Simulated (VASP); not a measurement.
# Si2W: cell size and functional

How much does the relaxed cell of Si2W depend on the functional? The starting structure is a measured crystal structure from the Crystallography Open Database. The first relaxation on each setting starts from this cell expanded by 3 % in volume.

Method: Kohn-Sham DFT with plane waves and PAW; PBEsol, LDA, PBE, PBEsol + D3(BJ), r2SCAN, r2SCAN + rVV10, optB86b-vdW and TPSS, in VASP 6.6.1.

### Step 1. The starting structure

It takes space group I4/mmm (No. 139, tetragonal). Conventional cell: a = 3.214 Å, b = 3.214 Å, c = 7.830 Å, α = 90.00°, β = 90.00°, γ = 90.00°. Nearest to W lie 10 Si at 2.62 Å. Nearest to Si lie 5 Si at 2.59 to 2.63 Å and 5 W at 2.62 Å. Farther neighbours are not listed.

### Step 2. Relaxation with PBEsol

PBEsol restores the gradient expansion of exchange and is tuned for the cells of solids. This run starts from the cell of an earlier relaxation, which isn't shown; the restart sets up the plane waves anew.

Contents of INCAR:

```
SYSTEM = Si2W
PREC = Accurate
ENCUT = 450
EDIFF = 1E-06
NELM = 100
ISMEAR = 0
SIGMA = 0.05
LREAL = .FALSE.
ALGO = Normal
GGA = PS
NBANDS = 13
LASPH = .TRUE.
LORBIT = 11
LWAVE = .FALSE.
LCHARG = .FALSE.
KPAR = 8
IBRION = 2
NSW = 50
ISIF = 3
EDIFFG = -0.006
```

Contents of POSCAR:

```
Si2W
1.0
   -1.6009609887      1.6009609887      3.9062524737
    1.6009609887     -1.6009609887      3.9062524737
    1.6009609887      1.6009609887     -3.9062524737
W Si
1 2
Direct
    0.0000000000      0.0000000000      0.0000000000
    0.6654033360      0.6654033360      0.0000000000
    0.3345966640      0.3345966640      0.0000000000
```

Contents of KPOINTS:

```
Automatic mesh
0
Gamma
14 14 14
0 0 0
```

The projector-augmented-wave data sets are W and Si (PBE family, release 64).

The run is started by

```console
mpirun -np 8 vasp_std
```

Output:

```text
[banner, memory and clock lines left out]
running    8 mpi-ranks, on    1 nodes
 distrk:  each k-point on    1 cores,    8 groups
 distr:  one band on    1 cores,    1 groups

 POSCAR found type information on POSCAR W Si
 POSCAR found :  2 types and       3 ions
|                                                                             |
|           W    W    AA    RRRRR   N    N  II  N    N   GGGG   !!!           |
|           W    W   A  A   R    R  NN   N  II  NN   N  G    G  !!!           |
|           W    W  A    A  R    R  N N  N  II  N N  N  G       !!!           |
|           W WW W  AAAAAA  RRRRR   N  N N  II  N  N N  G  GGG   !            |
|           WW  WW  A    A  R   R   N   NN  II  N   NN  G    G                |
|           W    W  A    A  R    R  N    N  II  N    N   GGGG   !!!           |
|                                                                             |
|     For optimal performance we recommend to set                             |
|       NCORE = 2 up to number-of-cores-per-socket                            |
|     NCORE specifies how many cores store one orbital (NPAR=cpu/NCORE).      |
|     This setting can greatly improve the performance of VASP for DFT.       |
|     The default, NCORE=1 might be grossly inefficient on modern             |
|     multi-core architectures or massively parallel machines. Do your        |
|     Unfortunately you need to use the default for GW and RPA                |
|     calculations (for HF NCORE is supported but not extensively tested      |
|     yet).                                                                   |
|                                                                             |

|                                                                             |
|               ----> ADVICE to this user running VASP <----                  |
|                                                                             |
|     You enforced a specific xc type in the INCAR file but a different       |
|     [... a line on the potential file left out ...]
|     I HOPE YOU KNOW WHAT YOU ARE DOING!                                     |
|                                                                             |

 LDA part: xc-table for (Slater+PW92), standard interpolation
 POSCAR, INCAR and KPOINTS ok, starting setup
 FFT: planning ... GRIDC
 FFT: planning ... GRID_SOFT
 FFT: planning ... GRID
 WAVECAR not read
 entering main loop
       N       E                     dE             d eps       ncg     rms          rms(c)
DAV:   1     0.208182767007E+02    0.20818E+02   -0.54926E+03  6464   0.828E+02
DAV:   2    -0.255718258556E+02   -0.46390E+02   -0.42436E+02  8047   0.174E+02
DAV:   3    -0.275876356586E+02   -0.20158E+01   -0.19492E+01  8662   0.295E+01
DAV:   4    -0.276134368833E+02   -0.25801E-01   -0.25777E-01  7387   0.376E+00
DAV:   5    -0.276138429805E+02   -0.40610E-03   -0.40597E-03  9043   0.410E-01    0.269E+01
DAV:   6    -0.268712334663E+02    0.74261E+00   -0.20816E+00  9342   0.902E+00    0.113E+01
DAV:   7    -0.267491397041E+02    0.12209E+00   -0.20596E-01  7189   0.302E+00    0.556E+00
DAV:   8    -0.267250538040E+02    0.24086E-01   -0.39561E-02  8247   0.141E+00    0.525E-01
DAV:   9    -0.267247427070E+02    0.31110E-03   -0.21650E-03  7586   0.314E-01    0.285E-01
DAV:  10    -0.267247065494E+02    0.36158E-04   -0.33222E-04  8037   0.116E-01    0.591E-02
DAV:  11    -0.267246895637E+02    0.16986E-04   -0.48538E-05  7846   0.487E-02    0.208E-02
DAV:  12    -0.267246897867E+02   -0.22301E-06   -0.15507E-06  5727   0.979E-03
   1 F= -.26724690E+02 E0= -.26724542E+02  d E =-.267247E+02
 curvature:   0.00 expect dE= 0.000E+00 dE for cont linesearch  0.000E+00
 trial: gam= 0.00000 g(F)=  0.136E-06 g(S)=  0.469E-06 ort = 0.000E+00 (trialstep = 0.100E+01)
 search vector abs. value=  0.605E-06
 reached required accuracy - stopping structural energy minimisation
```

The job ended after 9 s (8 MPI ranks of Intel Xeon 6975P-C (Granite Rapids), shared host; peak memory 2.1 GiB).

Lines that name or quote the potential files are left out of all logs, and their timing lines are given in words.

From OUTCAR (step 2):

```text
ion  position               nearest neighbor table
   1  0.000  0.000  0.000-   2 2.61   2 2.61   2 2.61   3 2.61   2 2.61   3 2.61   3 2.61   3 2.61
                             2 2.61   3 2.61
   2  0.665  0.665  0.000-   3 2.58   1 2.61   1 2.61   1 2.61   1 2.61   1 2.61   3 2.62   3 2.62
                             3 2.62   3 2.62
   3  0.335  0.335  0.000-   2 2.58   1 2.61   1 2.61   1 2.61   1 2.61   1 2.61   2 2.62   2 2.62
                             2 2.62   2 2.62

  LATTYP: Found a body centered tetragonal cell.
 ALAT       =     3.2019219774
 C/A-ratio  =     2.4399423229

 Subroutine GETGRP returns: Found 16 space group operations
 (whereof 16 operations were pure point group operations)

The static configuration has the point symmetry D_4h.

 Found    244 irreducible k-points:

   k-points           NKPTS =    244   k-points in BZ     NKDIM =    244   number of bands    NBANDS=     13

   dimension x,y,z NGX =    32 NGY =   32 NGZ =   32
   dimension x,y,z NGXF=    64 NGYF=   64 NGZF=   64

   ENCUT  =  450.0 eV  33.07 Ry    5.75 a.u.   7.81  7.81  7.81*2*pi/ulx,y,z

   NELECT =      14.0000    total number of electrons

 k-points in reciprocal lattice and weights: Automatic mesh
   0.00000000  0.00000000  0.00000000       0.000
   0.07142857  0.00000000  0.00000000       0.003
   0.14285714 -0.00000000  0.00000000       0.003
   0.21428571 -0.00000000  0.00000000       0.003
   0.28571429 -0.00000000  0.00000000       0.003
   0.35714286 -0.00000000  0.00000000       0.003
   0.42857143 -0.00000000  0.00000000       0.003
   0.50000000  0.00000000  0.00000000       0.001
   0.07142857  0.07142857  0.00000000       0.003
[...]
-0.42857143 -0.42857143  0.42857143       0.001
   0.50000000  0.50000000  0.50000000       0.000

 average (electrostatic) potential at core
       1 -34.5054       2 -78.9536       3 -78.9536

 E-fermi :  10.5670

 k-point     1 :       0.0000    0.0000    0.0000
  band No.  band energies     occupation
    ...
      2       3.6453      2.00000
      3       6.8334      2.00000
      4       7.1591      2.00000
      5       7.7034      2.00000
      6       7.7034      2.00000
      7      11.1783      0.00000
      8      13.4173      0.00000
      9      13.4847      0.00000
     10      13.7361      0.00000
     11      13.7361      0.00000
    ...

 k-point     2 :       0.0714    0.0000    0.0000
  band No.  band energies     occupation
    ...
      2       3.6545      2.00000
      3       6.5155      2.00000
      4       7.1631      2.00000
      5       7.7694      2.00000
      6       7.8355      2.00000
      7      10.7894      0.00000
      8      13.1260      0.00000
      9      13.3828      0.00000
     10      13.7822      0.00000
     11      14.1804      0.00000
    ...

 k-point     3 :       0.1429   -0.0000    0.0000
  band No.  band energies     occupation
    ...
      3       5.8969      2.00000
      4       7.1183      2.00000
      5       7.9596      2.00000
      6       8.0024      2.00000
      7      10.0647      2.00000
      8      12.4129      0.00000
      9      12.9825      0.00000
     10      14.4888      0.00000
     11      14.9108      0.00000
     12      15.5247      0.00000
    ...

  Total       -0.0025870     -0.0025870      0.0039699      0.0000000     -0.0000000      0.0000000
  in kB       -0.1034973     -0.1034973      0.1588193      0.0000000     -0.0000000      0.0000000
  external PRESSURE =      -0.0160585 kB  Pullay stress =       0.0000000 kB

  energy-cutoff  :      450.00
  volume of cell :       40.05
      direct lattice vectors                 reciprocal lattice vectors
    -1.600960989  1.600960989  3.906252474     0.000000000  0.312312420  0.127999919
     1.600960989 -1.600960989  3.906252474     0.312312420  0.000000000  0.127999919
     1.600960989  1.600960989 -3.906252474     0.312312420  0.312312420  0.000000000

 POSITION                                       TOTAL-FORCE (eV/Angst)
 -----------------------------------------------------------------------------------
      0.00000      0.00000      0.00000        -0.000000      0.000000     -0.000000
      0.00000      0.00000      5.19847        -0.000000     -0.000000      0.001189
      0.00000      0.00000      2.61404         0.000000      0.000000     -0.001189
 -----------------------------------------------------------------------------------
    total drift:                                0.000000     -0.000000      0.000000

  FREE ENERGIE OF THE ION-ELECTRON SYSTEM (eV)
  ---------------------------------------------------
  free  energy   TOTEN  =       -26.7246897867 eV

  energy  without entropy=      -26.7243951073  energy(sigma->0) =      -26.72454245

 reached required accuracy - stopping structural energy minimisation

 total charge
# of ion       s       p       d       tot
------------------------------------------
    1        0.562   0.684   4.541   5.787
    2        0.736   0.896   0.000   1.632
    3        0.736   0.896   0.000   1.632
--------------------------------------------------
tot          2.035   2.475   4.541   9.052

[... 3 further parts left out ...]
```

CONTCAR:

```
Si2W
   1.00000000000000
    -1.6009609887000000    1.6009609887000000    3.9062524736999999
     1.6009609887000000   -1.6009609887000000    3.9062524736999999
     1.6009609887000000    1.6009609887000000   -3.9062524736999999
  W               Si
     1     2
Direct
     0.0000000000000000    0.0000000000000000    0.0000000000000000
     0.6654033359999971    0.6654033359999971    0.0000000000000000
     0.3345966640000029    0.3345966640000029    0.0000000000000000
```

The PAW data sets were made with PBE, which is usual practice but a small mismatch for other functionals. The data set W keeps the semicore shell frozen, which is cheaper and a little less accurate. The run keeps the 16 symmetry operations of its start, so it cannot find a distortion of lower symmetry.

With PBEsol the relaxed cell holds 13.349 Å³ an atom, -0.96 % against the measured cell, with a = 3.202 Å and c = 7.813 Å. Pressures at 0.985 and 1.015 times this volume, from two more relaxations that aren't shown, give a bulk modulus of 238.1 GPa.

### Step 3. Relaxation with LDA

LDA, the lowest rung, knows the local density alone. This run starts from the cell of an earlier relaxation, which isn't shown; the restart sets up the plane waves anew.

INCAR, as its differences from that of step 2:

```diff
@@ -9,3 +9,3 @@
 ALGO = Normal
-GGA = PS
+GGA = CA
 NBANDS = 13
```

Contents of POSCAR:

```
Si2W
1.0
   -1.5933945246      1.5933945246      3.8872549368
    1.5933945246     -1.5933945246      3.8872549368
    1.5933945246      1.5933945246     -3.8872549368
W Si
1 2
Direct
    0.0000000000      0.0000000000      0.0000000000
    0.6652598109      0.6652598109      0.0000000000
    0.3347401891      0.3347401891      0.0000000000
```

KPOINTS is that of step 2.

The projector-augmented-wave data sets are W and Si (LDA family, release 64).

The run is started by

```console
mpirun -np 8 vasp_std
```

Output:

```text
[banner, memory and clock lines left out]
running    8 mpi-ranks, on    1 nodes
[...]
[... a notice as in an earlier step ...]

 LDA part: xc-table for (Slater(with rela. corr.)+CA(PZ))
 , standard interpolation
 POSCAR, INCAR and KPOINTS ok, starting setup
[...]
entering main loop
       N       E                     dE             d eps       ncg     rms          rms(c)
DAV:   1     0.200254003407E+02    0.20025E+02   -0.55741E+03  6448   0.831E+02
DAV:   2    -0.263581192859E+02   -0.46384E+02   -0.42593E+02  7980   0.165E+02
DAV:   3    -0.283025122936E+02   -0.19444E+01   -0.19051E+01  8584   0.295E+01
DAV:   4    -0.283229256855E+02   -0.20413E-01   -0.20392E-01  7398   0.336E+00
[...]
DAV:  10    -0.274522748834E+02    0.82527E-04   -0.33204E-04  8002   0.106E-01    0.697E-02
DAV:  11    -0.274522589286E+02    0.15955E-04   -0.49028E-05  7720   0.464E-02    0.244E-02
DAV:  12    -0.274522590633E+02   -0.13474E-06   -0.15593E-06  5567   0.950E-03
   1 F= -.27452259E+02 E0= -.27452100E+02  d E =-.274523E+02
[...]
reached required accuracy - stopping structural energy minimisation
```

Wall time 8 s (8 MPI ranks); peak memory 1.9 GiB; 48 s of CPU time.

Parts of OUTCAR (step 3):

```text
  Total       -0.0013978     -0.0013978      0.0024549      0.0000000      0.0000000      0.0000000
  in kB       -0.0567284     -0.0567284      0.0996319      0.0000000      0.0000000      0.0000000
  external PRESSURE =      -0.0046083 kB  Pullay stress =       0.0000000 kB

 POSITION                                       TOTAL-FORCE (eV/Angst)
 -----------------------------------------------------------------------------------
      0.00000      0.00000      0.00000         0.000000      0.000000     -0.000000
      0.00000      0.00000      5.17207         0.000000      0.000000      0.001703
      0.00000      0.00000      2.60244        -0.000000     -0.000000     -0.001703
 -----------------------------------------------------------------------------------
    total drift:                                0.000000     -0.000000      0.000000

  FREE ENERGIE OF THE ION-ELECTRON SYSTEM (eV)
  ---------------------------------------------------
  free  energy   TOTEN  =       -27.4522590633 eV

  energy  without entropy=      -27.4519410045  energy(sigma->0) =      -27.45210003

[... 2 parts as in an earlier step ...]

[... 2 further parts left out ...]
[key lines of the parts left out:]
E-fermi :  10.8291
```

With LDA the relaxed cell holds 13.159 Å³ an atom, -2.37 % against the measured cell, with a = 3.187 Å and c = 7.775 Å. That is -1.42 % from PBEsol. Pressures at 0.985 and 1.015 times this volume, from two more relaxations that aren't shown, give a bulk modulus of 244.1 GPa.

### Step 4. Relaxation with PBE

PBE, the usual starting point, adds the gradient of the density. This run starts from the cell of an earlier relaxation, which isn't shown; the restart sets up the plane waves anew.

INCAR, as its differences from that of step 3:

```diff
@@ -9,3 +9,3 @@
 ALGO = Normal
-GGA = CA
+GGA = PE
 NBANDS = 13
```

Contents of POSCAR:

```
Si2W
1.0
   -1.6130895179      1.6130895179      3.9299414347
    1.6130895179     -1.6130895179      3.9299414347
    1.6130895179      1.6130895179     -3.9299414347
W Si
1 2
Direct
    0.0000000000      0.0000000000      0.0000000000
    0.6653301393      0.6653301393      0.0000000000
    0.3346698607      0.3346698607      0.0000000000
```

KPOINTS is that of step 3.

Potentials, in the order of the species: W and Si (PBE family, release 64).

The run is started by

```console
mpirun -np 8 vasp_std
```

Output:

```text
[banner, memory and clock lines left out]
running    8 mpi-ranks, on    1 nodes
[...]
[... a notice as in an earlier step ...]

 LDA part: xc-table for (Slater+PW92), standard interpolation
 POSCAR, INCAR and KPOINTS ok, starting setup
[...]
entering main loop
       N       E                     dE             d eps       ncg     rms          rms(c)
DAV:   1     0.225356454597E+02    0.22536E+02   -0.54552E+03  6432   0.825E+02
DAV:   2    -0.237292317149E+02   -0.46265E+02   -0.42020E+02  7949   0.171E+02
DAV:   3    -0.257767354524E+02   -0.20475E+01   -0.19885E+01  8677   0.301E+01
DAV:   4    -0.258037689321E+02   -0.27033E-01   -0.26999E-01  7621   0.394E+00
[...]
DAV:  10    -0.248920349063E+02    0.82296E-05   -0.36391E-04  8097   0.120E-01    0.507E-02
DAV:  11    -0.248920194530E+02    0.15453E-04   -0.50307E-05  7951   0.520E-02    0.223E-02
DAV:  12    -0.248920198144E+02   -0.36141E-06   -0.18064E-06  6039   0.105E-02
   1 F= -.24892020E+02 E0= -.24891906E+02  d E =-.248920E+02
[...]
reached required accuracy - stopping structural energy minimisation
```

The job ended after 9.2 s (8 MPI ranks; peak memory 2.1 GiB; 55 s of CPU time).

From OUTCAR (step 4):

```text
  Total       -0.0033038     -0.0033038     -0.0114740      0.0000000      0.0000000      0.0000000
  in kB       -0.1294080     -0.1294080     -0.4494308      0.0000000      0.0000000      0.0000000
  external PRESSURE =      -0.2360823 kB  Pullay stress =       0.0000000 kB

 POSITION                                       TOTAL-FORCE (eV/Angst)
 -----------------------------------------------------------------------------------
      0.00000      0.00000      0.00000        -0.000000     -0.000000      0.000000
      0.00000      0.00000      5.22942        -0.000000     -0.000000      0.003340
      0.00000      0.00000      2.63047         0.000000      0.000000     -0.003340
 -----------------------------------------------------------------------------------
    total drift:                               -0.000000     -0.000000     -0.000000

  FREE ENERGIE OF THE ION-ELECTRON SYSTEM (eV)
  ---------------------------------------------------
  free  energy   TOTEN  =       -24.8920198144 eV

  energy  without entropy=      -24.8917929210  energy(sigma->0) =      -24.89190637

[... 2 parts as in an earlier step ...]

[... 2 further parts left out ...]
[key lines of the parts left out:]
E-fermi :  10.3883
```

With PBE the relaxed cell holds 13.635 Å³ an atom, +1.16 % against the measured cell, with a = 3.226 Å and c = 7.860 Å. That is +2.14 % from PBEsol. Pressures at 0.985 and 1.015 times this volume, from two more relaxations that aren't shown, give a bulk modulus of 223.4 GPa.

[end of part 1 of 3]

[Lines on the potential files, build, host, timing and source positions are cut from VASP's logs without a mark.]

[Logs are printed without paths, hosts, clocks, repeated set-up lines and the standing remarks that a program may print on its own settings, such as how far it seeks lower states.]

[Hosts, paths, dates, database ids (printed as entryN), source tags and the programs' standing remarks are cut or masked in the printed files.]
